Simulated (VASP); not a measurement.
**Mo: relaxation of cell and atoms with LDA**

Mo:

```
Mo
1.0
     2.80466    0.00000    0.00000
    -1.40233    2.42890    0.00000
     0.00000    0.00000    4.58001
Mo
2
Direct
  0.33333 0.66667 0.25000
  0.66667 0.33333 0.75000
```

This isn't the form of Mo at room conditions, which is bcc.

```json
{"Program": "VASP 6.6.1", "Task": "relaxation of cell and atoms", "Functional": "LDA", "Potentials or basis": "VASP PAW LDA potentials, release 64 (Mo_sv)", "Cutoff": "600 eV", "k mesh": "18 × 18 × 10", "Occupations": "gaussian, width 0.1 eV", "Spin": "no spin polarisation", "Further INCAR settings": "ALGO = Normal; EDIFF = 1e-07; IBRION = 2; EDIFFG = -0.005; NSW = 90; ISIF = 3"}
```

```
Relaxed volume                         : 15.39 Å³/atom
Relaxed cell                           : a = 2.718 Å, b = 2.718 Å, c = 4.810 Å, α = 90.00°, β = 90.00°, γ = 120.00°
Space group after relaxing (to 0.05 Å) : P6_3/mmc (No. 194)
Energy gained by relaxing              : 29.2 meV/atom
Ionic steps                            : 15
Pressure after relaxing                : 0.0 GPa
Band gap on the k mesh                 : none (metal or under the smearing width)
```

Step by step:
| step | energy change (eV) | largest force (eV/Å) | pressure (GPa) | volume (Å³) |
| --- | --- | --- | --- | --- |
| 1 | 0.0000 | 0.0000 | -5.32 | 31.20 |
| 2 | 0.0668 | 0.0000 | 16.84 | 28.92 |
| 3 | -0.0121 | 0.0000 | 0.24 | 30.54 |
| 4 | -0.0121 | 0.0000 | 0.36 | 30.53 |
| 5 | -0.0193 | 0.0000 | 0.72 | 30.52 |
| 6 | -0.0477 | 0.0000 | 1.89 | 30.48 |
| 7 | -0.0018 | 0.0000 | 6.35 | 30.32 |
| 8 | -0.0548 | 0.0000 | 2.63 | 30.46 |
| 9 | -0.0551 | 0.0000 | 3.04 | 30.44 |
| 10 | -0.0553 | 0.0000 | 2.92 | 30.45 |
| 11 | -0.0569 | 0.0000 | 1.87 | 30.58 |
| 12 | -0.0570 | 0.0000 | 1.52 | 30.63 |
| 13 | -0.0578 | 0.0000 | 0.97 | 30.68 |
| 14 | -0.0583 | 0.0000 | 0.15 | 30.76 |
| 15 | -0.0583 | 0.0000 | 0.02 | 30.78 |

Final structure:
```
Mo
1.0
     2.71826    0.00000    0.00000
    -1.35913    2.35408    0.00000
     0.00000    0.00000    4.80961
Mo
2
Direct
  0.33333 0.66667 0.25000
  0.66667 0.33333 0.75000
```

Levels at points of the mesh, in eV from the Fermi level:
```tsv
k point	band 11	band 12	band 13	band 14	band 15	band 16	band 17	band 18
(0.00, 0.00, 0.00)	-1.81	-0.73	-0.73	-0.19	-0.19	0.82	1.46	1.46
(0.50, 0.00, 0.00)	-4.28	-1.23	-0.51	-0.31	-0.14	3.90	4.72	4.99
(0.00, 0.00, 0.50)	-1.94	-1.94	-0.70	-0.70	-0.70	-0.70	2.85	2.85
(0.50, 0.00, 0.50)	-3.50	-3.50	1.25	1.25	1.93	1.93	4.87	4.87
```

It took 6.5 min on 1 thread of Intel(R) Xeon(R) 6975P-C (Granite Rapids) (shared host), peak memory 0.26 GiB.
